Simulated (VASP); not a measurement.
Write the native input for VASP 6.6.1 that does the following.

- Task: band structure
- Functional: PBEsol
- Potentials or basis: VASP PAW PBE potentials, release 64 (Si, O)
- Cutoff: 520 eV
- k mesh: 6 × 6 × 4
- Occupations: gaussian, width 0.02 eV
- Spin: no spin polarisation
- Further INCAR settings: ALGO = Normal; EDIFF = 1e-06

SiO2:

```
Si O
1.0
     4.94479    0.00000    0.00000
    -2.47240    4.28232    0.00000
     0.00000    0.00000    5.43951
Si O
3 6
Direct
  0.53075 0.00000 0.33333
  0.00000 0.53075 0.66667
  0.46925 0.46925 0.00000
  0.41256 0.14393 0.11779
  0.85607 0.26863 0.45113
  0.73137 0.58744 0.78446
  0.14393 0.41256 0.88221
  0.26863 0.85607 0.54887
  0.58744 0.73137 0.21554
```

These files were run (other wordings do the same):

POSCAR

```
SiO2
1.0
    4.9447900000      0.0000000000      0.0000000000
   -2.4724000000      4.2823200000      0.0000000000
    0.0000000000      0.0000000000      5.4395100000
Si O
3 6
Direct
    0.5307500000      0.0000000000      0.3333300000
    1.0000000000      0.5307500000      0.6666700000
    0.4692500000      0.4692500000      0.0000000000
    0.4125600000      0.1439300000      0.1177900000
    0.8560700000      0.2686300000      0.4511300000
    0.7313700000      0.5874400000      0.7844600000
    0.1439300000      0.4125600000      0.8822100000
    0.2686300000      0.8560700000      0.5488700000
    0.5874400000      0.7313700000      0.2155400000
```

INCAR.step1

```
PREC     = Accurate       # precision mode
ENCUT    = 520            # plane-wave cutoff, eV
EDIFF    = 1E-6           # SCF threshold, eV
ISMEAR   = 0              # smearing method
SIGMA    = 0.02           # smearing width, eV
LREAL    = False          # projectors in reciprocal space
LASPH    = True           # aspherical terms in the spheres
NELM     = 100            # most SCF steps
ALGO     = Normal         # electronic algorithm
ISIF     = 2              # what is computed and relaxed
LWAVE    = False          # write WAVECAR
LCHARG   = True           # write CHGCAR
GGA      = PS             # functional
```

KPOINTS.step1

```
Automatic mesh
0
Gamma
  6 6 4
```

INCAR.step2

```
PREC     = Accurate       # precision mode
ENCUT    = 520            # plane-wave cutoff, eV
EDIFF    = 1E-6           # SCF threshold, eV
ISMEAR   = 0              # smearing method
SIGMA    = 0.05           # smearing width, eV
LREAL    = False          # projectors in reciprocal space
LASPH    = True           # aspherical terms in the spheres
NELM     = 100            # most SCF steps
ALGO     = Normal         # electronic algorithm
ISIF     = 2              # what is computed and relaxed
LWAVE    = False          # write WAVECAR
LCHARG   = False          # write CHGCAR
GGA      = PS             # functional
ICHARG   = 11             # starting density
```

KPOINTS.step2

```
path GMKGALHA,LM,KH
10
line-mode
reciprocal
 0.0000000000  0.0000000000  0.0000000000  G
 0.5000000000  0.0000000000  0.0000000000  M

 0.5000000000  0.0000000000  0.0000000000  M
 0.3333333333  0.3333333333  0.0000000000  K

 0.3333333333  0.3333333333  0.0000000000  K
 0.0000000000  0.0000000000  0.0000000000  G

 0.0000000000  0.0000000000  0.0000000000  G
 0.0000000000  0.0000000000  0.5000000000  A

 0.0000000000  0.0000000000  0.5000000000  A
 0.5000000000  0.0000000000  0.5000000000  L

 0.5000000000  0.0000000000  0.5000000000  L
 0.3333333333  0.3333333333  0.5000000000  H

 0.3333333333  0.3333333333  0.5000000000  H
 0.0000000000  0.0000000000  0.5000000000  A

 0.5000000000  0.0000000000  0.5000000000  L
 0.5000000000  0.0000000000  0.0000000000  M

 0.3333333333  0.3333333333  0.0000000000  K
 0.3333333333  0.3333333333  0.5000000000  H
```

Potentials or basis: VASP PAW PBE potentials, release 64 (Si, O).

The run is started by

```sh
$ cat potpaw_PBE.64/Si/POTCAR potpaw_PBE.64/O/POTCAR > POTCAR
$ cp INCAR.step1 INCAR
$ cp KPOINTS.step1 KPOINTS
$ mpirun -np 1 vasp_std > vasp.out
$ cp INCAR.step2 INCAR
$ cp KPOINTS.step2 KPOINTS
$ mpirun -np 1 vasp_std > vasp.out
```

Results of the run:

The band gap on the k mesh is 5.72 eV, indirect (least direct gap 6.03 eV) and the band gap along the path is 5.72 eV, indirect (least direct gap 6.01 eV).

Caveat: the log is that of the step along the path at fixed density, whose energy, stress, charges and moments have no meaning.

It took 3.2 min on 1 thread of AMD EPYC 9R14 (Zen 4) (shared host), peak memory 0.33 GiB.
